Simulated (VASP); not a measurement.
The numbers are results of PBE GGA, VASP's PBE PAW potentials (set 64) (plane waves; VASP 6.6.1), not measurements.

A VASP calculation is set up with these files.

**INCAR**
```
SYSTEM = AlN
PREC = Accurate
ENCUT = 520
EDIFF = 1E-6
NELM = 100
ALGO = Normal
LREAL = .FALSE.
LASPH = .TRUE.
ISMEAR = 0
SIGMA = 0.05
GGA = PE
LWAVE = .FALSE.
LCHARG = .FALSE.
IBRION = 2
ISIF = 3
NSW = 60
EDIFFG = -0.02
```

### KPOINTS
```
Automatic mesh
0
Gamma
7 7 4
0 0 0
```

### POSCAR
```
AlN
1
    1.5650905720    -2.7108163832    -0.0000000000
    1.5650905720     2.7108163832     0.0000000000
    0.0000000000    -0.0000000000     5.0117302543
Al N
2 2
Direct
  0.6666670000   0.3333330000   0.5000492216
  0.3333330000   0.6666670000   0.0000492216
  0.6666670000   0.3333330000   0.8819507784
  0.3333330000   0.6666670000   0.3819507784
```

POTCAR, in this order: Al N (PBE.64 set). Program: vasp_std.

The run wrote:

OUTCAR:
```
 ion  position               nearest neighbor table
   1  0.667  0.333  0.500-   4 1.90   4 1.90   4 1.90   3 1.91   2 3.09   2 3.09   2 3.09   2 3.09
                             2 3.09   2 3.09
   2  0.333  0.667  0.000-   3 1.90   3 1.90   3 1.90   4 1.91   1 3.09   1 3.09   1 3.09   1 3.09
                             1 3.09   1 3.09
   3  0.667  0.333  0.882-   2 1.90   2 1.90   2 1.90   1 1.91
   4  0.333  0.667  0.382-   1 1.90   1 1.90   1 1.90   2 1.91
  LATTYP: Found a hexagonal cell.
 ALAT       =     3.1301811388
 C/A-ratio  =     1.6010991160
 Subroutine PRICEL returns:
 Original cell was already a primitive cell.
 Subroutine GETGRP returns: Found 12 space group operations
The static configuration has the point symmetry C_3v.
 The point group associated with its full space group is C_6v.
The dynamic configuration has the point symmetry C_3v.
 Subroutine INISYM returns: Found 12 space group operations
 Subroutine IBZKPT returns following result:
 Found     24 irreducible k-points:

 Following reciprocal coordinates:
            Coordinates               Weight
  0.000000  0.000000  0.000000      1.000000
  0.142857  0.000000  0.000000      6.000000
  0.285714  0.000000  0.000000      6.000000
  0.428571  0.000000  0.000000      6.000000
  0.142857  0.142857  0.000000      6.000000
  0.285714  0.142857  0.000000     12.000000
  0.428571  0.142857  0.000000      6.000000
  0.285714  0.285714  0.000000      6.000000
  0.000000  0.000000  0.250000      2.000000
  0.142857  0.000000  0.250000     12.000000
  0.285714  0.000000  0.250000     12.000000
  0.428571  0.000000  0.250000     12.000000
  0.142857  0.142857  0.250000     12.000000
  0.285714  0.142857  0.250000     24.000000
  0.428571  0.142857  0.250000     12.000000
  0.285714  0.285714  0.250000     12.000000
  0.000000  0.000000  0.500000      1.000000
  0.142857  0.000000  0.500000      6.000000
...
```

### OSZICAR
```
       N       E                     dE             d eps       ncg     rms          rms(c)
DAV:   1     0.511728758028E+02    0.51173E+02   -0.76329E+03   576   0.120E+03
DAV:   2    -0.306819282156E+02   -0.81855E+02   -0.75044E+02   884   0.220E+02
DAV:   3    -0.344299388148E+02   -0.37480E+01   -0.37318E+01   756   0.510E+01
DAV:   4    -0.344605622179E+02   -0.30623E-01   -0.30618E-01   648   0.542E+00
DAV:   5    -0.344610146409E+02   -0.45242E-03   -0.45241E-03   748   0.677E-01    0.121E+01
DAV:   6    -0.297746497921E+02    0.46864E+01   -0.17020E+01   692   0.314E+01    0.422E+00
DAV:   7    -0.297911706665E+02   -0.16521E-01   -0.61849E-01   636   0.628E+00    0.287E+00
DAV:   8    -0.297842861402E+02    0.68845E-02   -0.76352E-02   636   0.293E+00    0.483E-01
DAV:   9    -0.297796615121E+02    0.46246E-02   -0.19801E-02   720   0.105E+00    0.242E-01
DAV:  10    -0.297802268863E+02   -0.56537E-03   -0.23005E-03   668   0.367E-01    0.129E-01
DAV:  11    -0.297801574604E+02    0.69426E-04   -0.20851E-04   676   0.116E-01    0.326E-02
DAV:  12    -0.297801593993E+02   -0.19389E-05   -0.84050E-06   628   0.298E-02    0.913E-03
DAV:  13    -0.297801591086E+02    0.29066E-06   -0.58786E-06   700   0.180E-02
   1 F= -.29780159E+02 E0= -.29780159E+02  d E =-.297802E+02
```

File OUTCAR:
```
------------------------ aborting loop because EDIFF is reached ----------------------------------------
  FORCE on cell =-STRESS in cart. coord.  units (eV):
  Direction    XX          YY          ZZ          XY          YZ          ZX
  --------------------------------------------------------------------------------------
  Total       -0.0309977     -0.0309977      0.0455367      0.0000000     -0.0000000      0.0000000
  in kB       -1.1678394     -1.1678394      1.7155951      0.0000000     -0.0000000      0.0000000
  external PRESSURE =      -0.2066945 kB  Pullay stress =       0.0000000 kB
  volume of cell :       42.53
      direct lattice vectors                 reciprocal lattice vectors
     1.565090572 -2.710816383  0.000000000     0.319470329 -0.184446281  0.000000000
     1.565090572  2.710816383  0.000000000     0.319470329  0.184446281  0.000000000
     0.000000000  0.000000000  5.011730254     0.000000000  0.000000000  0.199531888
  FREE ENERGIE OF THE ION-ELECTRON SYSTEM (eV)
  ---------------------------------------------------
  free  energy   TOTEN  =       -29.7801591086 eV

  energy  without entropy=      -29.7801591086  energy(sigma->0) =      -29.78015911

 reached required accuracy - stopping structural energy minimisation
```
(Selected blocks of OUTCAR.)

The compound is AlN in the wurtzite structure. It was relaxed first. The start is the result of an earlier pass.
